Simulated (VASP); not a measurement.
# Which magnetic order does FeGe take?, part 2 of 3

Is FeGe a ferromagnet or an antiferromagnet at this level? The start is a cell from a database of measured crystal structures.

VASP 6.6.1, plane waves and PAW; the level of theory is named at each step.

Still holding for the runs below: The magnetic state follows from one typed start and may not be the lowest.

So far, largest spin moment in the PAW sphere (μB): step 2 (relax in the ferromagnetic state) 1.08. The relaxed cell has a = 4.604 Å (conventional setting).

The database entry behind the starting cell differs from later determinations by our own check (about 0.2 % short), so it need not match the best structure at ambient conditions.

## 3. Magnetic order, start order fm, signs ++++

This step: PBEsol, spin-polarised, from parallel moments; plane waves and PAW (Ge, Fe) (VASP 6.6.1).

Each run starts from other signs of the moments at the same geometry and cutoff; gentle mixing helps it keep them. Any wave vector in a name is a fraction of the reciprocal vectors of the first cell as typed.

INCAR reads:

```
SYSTEM = FeGe
PREC = Normal
ENCUT = 350
EDIFF = 1E-06
NELM = 150
ISMEAR = 0
SIGMA = 0.05
LREAL = .FALSE.
ALGO = Normal
GGA = PS
NBANDS = 38
ISPIN = 2
MAGMOM = 0 0 0 0 3 3 3 3
LASPH = .TRUE.
LMAXMIX = 4
LORBIT = 11
LWAVE = .FALSE.
LCHARG = .TRUE.
AMIX = 0.2
BMIX = 1E-04
AMIX_MAG = 0.8
BMIX_MAG = 1E-04
```

POSCAR reads:

```
FeGe
1.0
    4.6039692375      0.0000000000      0.0000000000
    0.0000000000      4.6039692375      0.0000000000
    0.0000000000      0.0000000000      4.6039692375
Ge Fe
4 4
Direct
    0.1583243951      0.3416756049      0.6583243951
    0.3416756049      0.6583243951      0.1583243951
    0.6583243951      0.1583243951      0.3416756049
    0.8416756049      0.8416756049      0.8416756049
    0.8638126877      0.6361873123      0.3638126877
    0.6361873123      0.3638126877      0.8638126877
    0.3638126877      0.8638126877      0.6361873123
    0.1361873123      0.1361873123      0.1361873123
```

KPOINTS reads:

```
Automatic mesh
0
Gamma
4 4 4
0 0 0
```

The projector-augmented-wave data sets are Ge and Fe (PBE family, release 64).

On the command line:

```bash
$ mpirun -np 1 vasp_std
```

The program printed:

```text
[banner, memory and clock lines left out]
running    1 mpi-ranks, on    1 nodes
 distrk:  each k-point on    1 cores,    1 groups
 distr:  one band on    1 cores,    1 groups

 POSCAR found type information on POSCAR GeFe
 POSCAR found :  2 types and       8 ions
 [... a notice as in an earlier step ...]

 LDA part: xc-table for (Slater+PW92), standard interpolation
 POSCAR, INCAR and KPOINTS ok, starting setup
 FFT: planning ... GRIDC
 FFT: planning ... GRID_SOFT
 FFT: planning ... GRID
 WAVECAR not read
 entering main loop
       N       E                     dE             d eps       ncg     rms          rms(c)
DAV:   1     0.285493215999E+03    0.28549E+03   -0.14815E+04  1672   0.100E+03
DAV:   2    -0.399908595996E+02   -0.32548E+03   -0.30724E+03  1672   0.284E+02
DAV:   3    -0.610565085758E+02   -0.21066E+02   -0.19703E+02  1974   0.855E+01
DAV:   4    -0.616969918500E+02   -0.64048E+00   -0.63376E+00  2124   0.147E+01
DAV:   5    -0.617100981520E+02   -0.13106E-01   -0.13100E-01  2012   0.170E+00    0.280E+01
DAV:   6    -0.575429004179E+02    0.41672E+01   -0.24078E+01  2374   0.608E+01    0.114E+01
DAV:   7    -0.572153706751E+02    0.32753E+00   -0.22722E+00  2376   0.189E+01    0.798E+00
DAV:   8    -0.569953558270E+02    0.22001E+00   -0.44140E-01  2188   0.379E+00    0.358E+00
DAV:   9    -0.569379274600E+02    0.57428E-01   -0.12014E-01  2180   0.293E+00    0.175E+00
DAV:  10    -0.569339925715E+02    0.39349E-02   -0.69025E-03  2208   0.584E-01    0.703E-01
DAV:  11    -0.569323637983E+02    0.16288E-02   -0.27315E-03  2436   0.519E-01    0.264E-01
DAV:  12    -0.569314452295E+02    0.91857E-03   -0.27194E-03  1846   0.461E-01    0.111E-01
DAV:  13    -0.569313986708E+02    0.46559E-04   -0.28255E-04  2198   0.113E-01    0.587E-02
DAV:  14    -0.569314188375E+02   -0.20167E-04   -0.55619E-05  2014   0.770E-02    0.248E-02
DAV:  15    -0.569314215915E+02   -0.27540E-05   -0.76520E-06  2070   0.210E-02    0.131E-02
DAV:  16    -0.569314206950E+02    0.89656E-06   -0.12865E-06  1080   0.112E-02
   1 F= -.56931421E+02 E0= -.56926726E+02  d E =-.938863E-02  mag=     3.9793
```

It took 80 s on 1 MPI rank of Intel Xeon Platinum 8259CL at 2.50GHz (Skylake/Cascade Lake), shared host; peak memory 0.17 GiB.

OUTCAR, selected parts (step 3):

```text
  LATTYP: Found a simple cubic cell.
 ALAT       =     4.6039692375

 Found     11 irreducible k-points:

   k-points           NKPTS =     11   k-points in BZ     NKDIM =     11   number of bands    NBANDS=     38

   ENCUT  =  350.0 eV  25.72 Ry    5.07 a.u.   7.02  7.02  7.02*2*pi/ulx,y,z

   NELECT =      48.0000    total number of electrons

 E-fermi :   7.3252

 spin component 1
 k-point     1 :       0.0000    0.0000    0.0000
  band No.  band energies     occupation
    ...
     23       6.5621      1.00000
     24       6.5621      1.00000
     25       7.2031      0.99972
     26       7.2031      0.99972
     27       7.2031      0.99972
     28       9.3823      0.00000
     29       9.3823      0.00000
     30       9.3823      0.00000
     31      10.3278      0.00000
     32      10.3278      0.00000
    ...

 k-point     2 :       0.2500    0.0000    0.0000
  band No.  band energies     occupation
    ...
     22       6.4643      1.00000
     23       6.6004      1.00000
     24       6.7180      1.00000
     25       7.0091      1.00000
     26       7.0574      1.00000
     27       8.1478      0.00000
     28       8.5690      0.00000
     29       8.8433      0.00000
     30       9.1104      0.00000
     31       9.4266      0.00000
    ...

 k-point     3 :       0.5000    0.0000    0.0000
  band No.  band energies     occupation
    ...
     22       6.3404      1.00000
     23       6.6912      1.00000
     24       6.6912      1.00000
     25       6.8731      1.00000
     26       6.8731      1.00000
     27       8.3787      0.00000
     28       8.3787      0.00000
     29       8.4483      0.00000
     30       8.4483      0.00000
     31      11.3335      0.00000
    ...

 k-point     4 :       0.2500    0.2500    0.0000
  band No.  band energies     occupation
    ...
     22       6.2881      1.00000
     23       6.5101      1.00000
     24       6.6837      1.00000
     25       6.8433      1.00000
     26       7.1195      1.00000
     27       8.0362      0.00000
     28       8.5355      0.00000
     29       9.0413      0.00000
     30       9.3351      0.00000
     31       9.6153      0.00000
    ...

  Total        0.0983899      0.0983899      0.0983899      0.0000000      0.0000000      0.0000000
  in kB        1.6153400      1.6153400      1.6153400      0.0000000      0.0000000      0.0000000
  external PRESSURE =       1.6153400 kB  Pullay stress =       0.0000000 kB

  energy-cutoff  :      350.00
  volume of cell :       97.59
      direct lattice vectors                 reciprocal lattice vectors
     4.603969238  0.000000000  0.000000000     0.217203884  0.000000000  0.000000000
     0.000000000  4.603969238  0.000000000     0.000000000  0.217203884  0.000000000
     0.000000000  0.000000000  4.603969238     0.000000000  0.000000000  0.217203884

 POSITION                                       TOTAL-FORCE (eV/Angst)
 -----------------------------------------------------------------------------------
      0.72892      1.57306      3.03091        -0.006058      0.006058     -0.006058
      1.57306      3.03091      0.72892         0.006058     -0.006058     -0.006058
      3.03091      0.72892      1.57306        -0.006058     -0.006058      0.006058
      3.87505      3.87505      3.87505         0.006058      0.006058      0.006058
      3.97697      2.92899      1.67498        -0.004224      0.004224     -0.004224
      2.92899      1.67498      3.97697         0.004224     -0.004224     -0.004224
      1.67498      3.97697      2.92899        -0.004224     -0.004224      0.004224
      0.62700      0.62700      0.62700         0.004224      0.004224      0.004224
 -----------------------------------------------------------------------------------
    total drift:                               -0.000000     -0.000000     -0.000000

  FREE ENERGIE OF THE ION-ELECTRON SYSTEM (eV)
  ---------------------------------------------------
  free  energy   TOTEN  =       -56.9314206950 eV

  energy  without entropy=      -56.9220320656  energy(sigma->0) =      -56.92672638

 total charge
# of ion       s       p       d       tot
------------------------------------------
    1        1.118   1.285   0.159   2.561
    2        1.118   1.285   0.159   2.561
    3        1.118   1.285   0.159   2.561
    4        1.118   1.285   0.159   2.561
    5        0.396   0.537   6.505   7.438
    6        0.396   0.537   6.505   7.438
    7        0.396   0.537   6.505   7.438
    8        0.396   0.537   6.505   7.438
--------------------------------------------------
tot          6.052   7.287  26.656  39.996

[... 5 parts as in an earlier step ...]

[... 10 further parts left out ...]
```

Numbers from this step:

- electronic cycles: 16
- free energy (TOTEN): -56.9314 eV
- energy at zero smearing: -56.9267 eV
- Fermi energy: 7.325 eV

Spin density in the ac plane at fractional y = 0.136, with atoms of Ge and Fe within 0.2 Å of it.

Ten even steps from '_' (0.0 e/Å³) to '@' (1.3 e/Å³), each cell a mean:
```
____________________________
____________________________
____________________________
____________________________
____________________________
____________________________
____________________________
____________________________
____________________________
..--==::____________________
--%%@@++..__________________
--%%@@++..__________________
..----..____________________
```
Columns run along a (4.6 Å), rows up along c (4.6 Å). Atoms in or near the plane, at fractional coordinates: Ge at (0.66, 0.34), Fe at (0.14, 0.14).

Valence density in the ac plane at fractional y = 0.136, with atoms of Ge and Fe within 0.2 Å of it. It is the smooth field of the valence electrons, not physical close to the nuclei.

Values in e/Å³, 13 rows by 14 columns, each cell a mean:
```
0.4 0.5 0.5 0.4 0.3 0.2 0.2 0.2 0.3 0.3 0.3 0.3 0.3 0.3
0.3 0.3 0.3 0.3 0.3 0.2 0.2 0.2 0.3 0.3 0.3 0.3 0.3 0.3
0.3 0.3 0.3 0.3 0.3 0.3 0.2 0.3 0.3 0.3 0.3 0.3 0.2 0.2
0.3 0.3 0.4 0.4 0.4 0.3 0.3 0.3 0.3 0.3 0.3 0.2 0.2 0.2
0.2 0.3 0.4 0.4 0.4 0.3 0.3 0.3 0.3 0.3 0.2 0.2 0.2 0.2
0.2 0.3 0.3 0.4 0.3 0.3 0.3 0.3 0.4 0.4 0.3 0.2 0.2 0.2
0.2 0.2 0.3 0.3 0.3 0.3 0.3 0.4 0.4 0.4 0.3 0.3 0.2 0.2
0.2 0.3 0.3 0.3 0.3 0.3 0.4 0.4 0.2 0.1 0.2 0.4 0.3 0.3
0.4 0.6 0.6 0.4 0.3 0.3 0.4 0.4 0.1 0.0 0.1 0.4 0.4 0.3
1.1 2.4 2.8 1.5 0.5 0.3 0.3 0.4 0.3 0.2 0.3 0.4 0.4 0.4
2.3 5.6 6.6 3.5 0.9 0.3 0.3 0.3 0.4 0.4 0.4 0.4 0.4 0.5
2.2 5.5 6.5 3.4 0.9 0.3 0.2 0.3 0.3 0.3 0.3 0.3 0.3 0.5
0.9 2.1 2.5 1.4 0.4 0.2 0.2 0.2 0.3 0.3 0.3 0.3 0.3 0.4
```
Columns run along a (4.6 Å), rows up along c (4.6 Å). Atoms in or near the plane, at fractional coordinates: Ge at (0.66, 0.34), Fe at (0.14, 0.14).

The largest moment at the end is 1.08 μB, and the moments of the cell sum to 3.98 μB.

## 4. Magnetic order, start order AFM 1, signs ++--

This step: PBEsol, spin-polarised, from moments of both signs; plane waves and PAW (Ge, Fe) (VASP 6.6.1).

INCAR, as its differences from that of step 3:

```diff
@@ -12,3 +12,3 @@
 ISPIN = 2
-MAGMOM = 0 0 0 0 3 3 3 3
+MAGMOM = 0 0 0 0 3 3 -3 -3
 LASPH = .TRUE.
```

POSCAR is that of step 3.

KPOINTS is that of step 3.

On the command line:

```bash
$ mpirun -np 1 vasp_std
```

The program printed:

```text
[... set-up lines as in an earlier step ...]
 entering main loop
       N       E                     dE             d eps       ncg     rms          rms(c)
DAV:   1     0.287819630073E+03    0.28782E+03   -0.14602E+04  4104   0.101E+03
DAV:   2    -0.394736345429E+02   -0.32729E+03   -0.30569E+03  4104   0.284E+02
DAV:   3    -0.614880924547E+02   -0.22014E+02   -0.20225E+02  4758   0.882E+01
DAV:   4    -0.621866700425E+02   -0.69858E+00   -0.68845E+00  5218   0.153E+01
DAV:   5    -0.622010338405E+02   -0.14364E-01   -0.14352E-01  5046   0.190E+00    0.282E+01
DAV:   6    -0.573389347719E+02    0.48621E+01   -0.24112E+01  5934   0.637E+01    0.118E+01
DAV:   7    -0.569172656139E+02    0.42167E+00   -0.23837E+00  5722   0.218E+01    0.803E+00
DAV:   8    -0.567919791830E+02    0.12529E+00   -0.51658E-01  6498   0.807E+00    0.401E+00
DAV:   9    -0.567655544762E+02    0.26425E-01   -0.34267E-01  6412   0.750E+00    0.148E+00
DAV:  10    -0.567737151836E+02   -0.81607E-02   -0.43629E-02  5288   0.178E+00    0.106E+00
DAV:  11    -0.567740354582E+02   -0.32027E-03   -0.92558E-03  6674   0.193E+00    0.618E-01
DAV:  12    -0.567761779610E+02   -0.21425E-02   -0.43938E-03  6566   0.125E+00    0.410E-01
DAV:  13    -0.567773613686E+02   -0.11834E-02   -0.14232E-03  6450   0.733E-01    0.277E-01
DAV:  14    -0.567781773475E+02   -0.81598E-03   -0.80588E-04  6568   0.614E-01    0.187E-01
DAV:  15    -0.567787678665E+02   -0.59052E-03   -0.62823E-04  6484   0.514E-01    0.143E-01
DAV:  16    -0.567792134822E+02   -0.44562E-03   -0.58130E-04  6648   0.599E-01    0.992E-02
DAV:  17    -0.567795125942E+02   -0.29911E-03   -0.68312E-04  6376   0.624E-01    0.526E-02
DAV:  18    -0.567796673806E+02   -0.15479E-03   -0.44688E-04  6470   0.443E-01    0.354E-02
DAV:  19    -0.567797274628E+02   -0.60082E-04   -0.12787E-04  6780   0.242E-01    0.250E-02
DAV:  20    -0.567797659657E+02   -0.38503E-04   -0.11415E-04  6524   0.291E-01    0.121E-02
DAV:  21    -0.567797816003E+02   -0.15635E-04   -0.78473E-05  6450   0.148E-01    0.833E-03
DAV:  22    -0.567797877420E+02   -0.61417E-05   -0.32067E-05  6622   0.153E-01    0.517E-03
DAV:  23    -0.567797905414E+02   -0.27994E-05   -0.22644E-05  6404   0.752E-02    0.254E-03
DAV:  24    -0.567797912788E+02   -0.73741E-06   -0.34236E-06  3552   0.196E-02
   1 F= -.56779791E+02 E0= -.56777538E+02  d E =-.450560E-02  mag=     0.0000
```

It took 3.8 min on 1 MPI rank; peak memory 0.2 GiB.

Parts of OUTCAR (step 4):

```text
 Found     27 irreducible k-points:

   k-points           NKPTS =     27   k-points in BZ     NKDIM =     27   number of bands    NBANDS=     38

   NELECT =      48.0000    total number of electrons

 E-fermi :   7.2670

 spin component 1
 k-point     1 :       0.0000    0.0000    0.0000
  band No.  band energies     occupation
    ...
     20       6.9776      1.00000
     21       6.9989      1.00000
     22       7.0172      1.00000
     23       7.1760      0.99500
     24       7.2011      0.96887
     25       7.6158      0.00000
     26       7.6823      0.00000
     27       7.7509      0.00000
     28       9.5145      0.00000
     29       9.5448      0.00000
    ...

 k-point     2 :       0.2500    0.0000    0.0000
  band No.  band energies     occupation
    ...
     20       6.5768      1.00000
     21       6.8330      1.00000
     22       7.0686      1.00000
     23       7.1857      0.98929
     24       7.2063      0.95717
     25       7.4352      0.00000
     26       7.5598      0.00000
     27       8.4492      0.00000
     28       8.9029      0.00000
     29       9.1396      0.00000
    ...

 k-point     3 :       0.0000    0.2500    0.0000
  band No.  band energies     occupation
    ...
     20       6.5796      1.00000
     21       6.8355      1.00000
     22       7.0698      1.00000
     23       7.1586      0.99892
     24       7.2149      0.92987
     25       7.4590      0.00000
     26       7.5485      0.00000
     27       8.4490      0.00000
     28       8.9040      0.00000
     29       9.1394      0.00000
    ...

 k-point     4 :       0.0000    0.0000    0.2500
  band No.  band energies     occupation
    ...
     20       6.5697      1.00000
     21       6.8449      1.00000
     22       7.0549      1.00000
     23       7.1973      0.97571
     24       7.2057      0.95853
     25       7.4531      0.00000
     26       7.5390      0.00000
     27       8.4487      0.00000
     28       8.9061      0.00000
     29       9.1388      0.00000
    ...

  Total       -1.5221505     -1.5518496     -1.5903937      0.0000000      0.0000000      0.0000000
  in kB      -24.9902694    -25.4778607    -26.1106680      0.0000000      0.0000000      0.0000000
  external PRESSURE =     -25.5262660 kB  Pullay stress =       0.0000000 kB

 POSITION                                       TOTAL-FORCE (eV/Angst)
 -----------------------------------------------------------------------------------
      0.72892      1.57306      3.03091         0.195338     -0.190330      0.194768
      1.57306      3.03091      0.72892        -0.195338      0.190330      0.194768
      3.03091      0.72892      1.57306         0.195338      0.190330     -0.194768
      3.87505      3.87505      3.87505        -0.195338     -0.190330     -0.194768
      3.97697      2.92899      1.67498         0.062643     -0.086854      0.075106
      2.92899      1.67498      3.97697        -0.062643      0.086854      0.075106
      1.67498      3.97697      2.92899         0.062643      0.086854     -0.075106
      0.62700      0.62700      0.62700        -0.062643     -0.086854     -0.075106
 -----------------------------------------------------------------------------------
    total drift:                               -0.000001     -0.000001     -0.000000

  FREE ENERGIE OF THE ION-ELECTRON SYSTEM (eV)
  ---------------------------------------------------
  free  energy   TOTEN  =       -56.7797912788 eV

  energy  without entropy=      -56.7752856750  energy(sigma->0) =      -56.77753848

 total charge
# of ion       s       p       d       tot
------------------------------------------
    1        1.116   1.278   0.162   2.556
    2        1.116   1.278   0.162   2.556
    3        1.116   1.278   0.162   2.556
    4        1.116   1.278   0.162   2.556
    5        0.393   0.533   6.519   7.445
    6        0.393   0.533   6.519   7.445
    7        0.393   0.533   6.519   7.445
    8        0.393   0.533   6.519   7.445
--------------------------------------------------
tot          6.034   7.245  26.723  40.002

 magnetization (x)
# of ion       s       p       d       tot
------------------------------------------
    1       -0.000   0.002  -0.000   0.001
    2       -0.000   0.002  -0.000   0.001
    3        0.000  -0.002   0.000  -0.001
    4        0.000  -0.002   0.000  -0.001
    5        0.002   0.003   0.221   0.226
    6        0.002   0.003   0.221   0.226
    7       -0.002  -0.003  -0.221  -0.226
    8       -0.002  -0.003  -0.221  -0.226
--------------------------------------------------
tot          0.000   0.000   0.000   0.000

[... 7 parts as in an earlier step ...]

[... 5 further parts left out ...]
```

The gap is read on the k-mesh alone, so it is an upper bound where the band edges lie off the mesh. The gap is under twice the smearing width, so the edge states are partly filled and the run can't tell a small gap from a semimetal.

A gap read on the k-mesh alone can miss the band edges.

This step gave:

| Quantity | Value |
| --- | --- |
| electronic cycles | 24 |
| free energy (TOTEN) | -56.7798 eV |
| energy at zero smearing | -56.7775 eV |
| Fermi energy | 7.267 eV |
| labelled metallic, from the levels on this mesh | no |
| gap on the k-mesh | 0.09440 eV |
| least direct gap on the k-mesh | 0.1148 eV |

Spin moment in the PAW sphere by atom:

```tsv
atom	spin moment in the PAW sphere (μB)
Ge1	0.001
Ge2	0.001
Ge3	-0.001
Ge4	-0.001
Fe5	0.226
Fe6	0.226
Fe7	-0.226
Fe8	-0.226
```

Force by atom:

```tsv
atom	x (eV/Å)	y (eV/Å)	z (eV/Å)	size
Ge1	0.195	-0.190	0.195	0.335
Ge2	-0.195	0.190	0.195	0.335
Ge3	0.195	0.190	-0.195	0.335
Ge4	-0.195	-0.190	-0.195	0.335
Fe5	0.063	-0.087	0.075	0.131
Fe6	-0.063	0.087	0.075	0.131
Fe7	0.063	0.087	-0.075	0.131
Fe8	-0.063	-0.087	-0.075	0.131
```

Spin density in the ac plane at fractional y = 0.136, with atoms of Ge and Fe within 0.2 Å of it.

Values in e/Å³, 13 rows by 14 columns, each cell a mean:
```
-0.01 -0.01 -0.01 -0.01  0.00  0.00  0.00  0.00  0.00  0.00  0.00  0.00  0.00  0.00
 0.00  0.00  0.00  0.00  0.00  0.00  0.00  0.00  0.00  0.00  0.00  0.00  0.00  0.00
 0.00  0.00  0.00  0.00  0.00  0.00  0.00  0.00  0.00  0.00  0.00  0.00  0.00  0.00
 0.00  0.00  0.00  0.00  0.00  0.00  0.00  0.00  0.00  0.00  0.00  0.00  0.00  0.00
 0.00  0.00  0.00  0.00  0.00  0.00  0.00  0.00  0.00  0.00  0.00  0.00  0.00  0.00
 0.00  0.00  0.00  0.00  0.00  0.00  0.00  0.00  0.00  0.00  0.00  0.00  0.00  0.00
 0.00  0.00  0.00  0.00  0.00  0.00  0.00  0.00  0.00  0.00  0.00  0.00  0.00  0.00
 0.00  0.00  0.00  0.00  0.00  0.00  0.00  0.00  0.00  0.00  0.00  0.00  0.00  0.00
-0.01 -0.02 -0.02 -0.01  0.00  0.00  0.00  0.00  0.00  0.00  0.00  0.00  0.00  0.00
-0.03 -0.11 -0.13 -0.06 -0.01  0.00  0.00  0.00  0.00  0.00  0.00  0.00  0.00  0.00
-0.08 -0.23 -0.27 -0.13 -0.02  0.00  0.00  0.00  0.00  0.00  0.00  0.00  0.00 -0.01
-0.08 -0.22 -0.27 -0.13 -0.02  0.00  0.00  0.00  0.00  0.00  0.00  0.00  0.00 -0.01
-0.03 -0.09 -0.12 -0.05 -0.01  0.00  0.00  0.00  0.00  0.00  0.00  0.00  0.00 -0.01
```
Columns run along a (4.6 Å), rows up along c (4.6 Å). Atoms in or near the plane, at fractional coordinates: Ge at (0.66, 0.34), Fe at (0.14, 0.14).

Valence density in the ac plane at fractional y = 0.136, with atoms of Ge and Fe within 0.2 Å of it. It is the smooth field of the valence electrons, not physical close to the nuclei.

Ten steps, logarithmic in the rise over the least value, from '0' (0.0 e/Å³) to '9' (6.6 e/Å³), each cell a mean:
```
44443333333333
33433333344333
33443333333333
33444333333333
33444333333323
33444334443332
33333334444333
33333344323433
44543344202444
67864344333444
79985434444444
79985333333334
57864333333334
```
Columns run along a (4.6 Å), rows up along c (4.6 Å). Atoms in or near the plane, at fractional coordinates: Ge at (0.66, 0.34), Fe at (0.14, 0.14).

The largest moment at the end is 0.23 μB, and the moments of the cell sum to 0.00 μB.

[end of part 2 of 3]

[Lines on the potential files, build, host, timing and source positions are cut from VASP's logs without a mark.]

[Logs are printed without paths, hosts, clocks, repeated set-up lines and the standing remarks that a program may print on its own settings, such as how far it seeks lower states.]

[Hosts, paths, dates, database ids (printed as entryN), source tags and the programs' standing remarks are cut or masked in the printed files.]

[In band tables of VASP the shares of atoms and orbitals are scaled to a sum of 1 inside the atoms' spheres.]

[Runs that stopped without an error message from VASP are left out.]
